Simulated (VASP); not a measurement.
A run of VASP 6.6.1 is set up as follows.

INCAR

```
PREC     = Accurate       # precision mode
ENCUT    = 520            # plane-wave cutoff, eV
EDIFF    = 1E-7           # SCF threshold, eV
ISMEAR   = 0              # smearing method
SIGMA    = 0.1            # smearing width, eV
LREAL    = False          # projectors in reciprocal space
LASPH    = True           # aspherical terms in the spheres
NELM     = 60             # most SCF steps
ALGO     = Fast           # electronic algorithm
ISIF     = 3              # what is computed and relaxed
LWAVE    = False          # write WAVECAR
LCHARG   = False          # write CHGCAR
GGA      = PE             # functional
IBRION   = 2              # ionic algorithm
NSW      = 80             # ionic steps
EDIFFG   = -0.15          # ionic threshold
```

KPOINTS

```
regular mesh
0
Gamma
  18 18 14
```

File POSCAR:

```
WC
1.0
    2.9065000000      0.0000000000      0.0000000000
   -1.4532500000      2.5171028400      0.0000000000
    0.0000000000      0.0000000000      2.8366000000
W C
1 1
Direct
    0.0000000000      0.0000000000      0.0000000000
    0.6666666700      0.3333333300      0.5000000000
```

Potentials or basis: VASP PAW PBE potentials, release 64 (W_sv, C).

The run is started by

```bash
$ cat potpaw_PBE.64/W_sv/POTCAR potpaw_PBE.64/C/POTCAR > POTCAR
$ mpirun -np 1 vasp_std > vasp.out
```

What does it give for the relaxed volume?

10.55 Å³/atom.

Predict the band gap on the k mesh.

none (metal or under the smearing width).

Predict the relaxed cell.

a = 2.923 Å, b = 2.923 Å, c = 2.853 Å, α = 90.00°, β = 90.00°, γ = 120.00°.

Estimate the space group after relaxing (to 0.05 Å).

P-6m2 (No. 187).

Final structure:
```xyz
2
Lattice="2.9230 0.0000 0.0000 -1.4615 2.5314 0.0000 0.0000 0.0000 2.8528" Properties=species:S:1:pos:R:3 pbc="T T T"
W     0.0000    0.0000    0.0000
C     1.4615    0.8438    1.4264
```

The run has no spin-orbit coupling, so splittings on W are missing. Zero-point motion and thermal expansion aren't in these numbers.
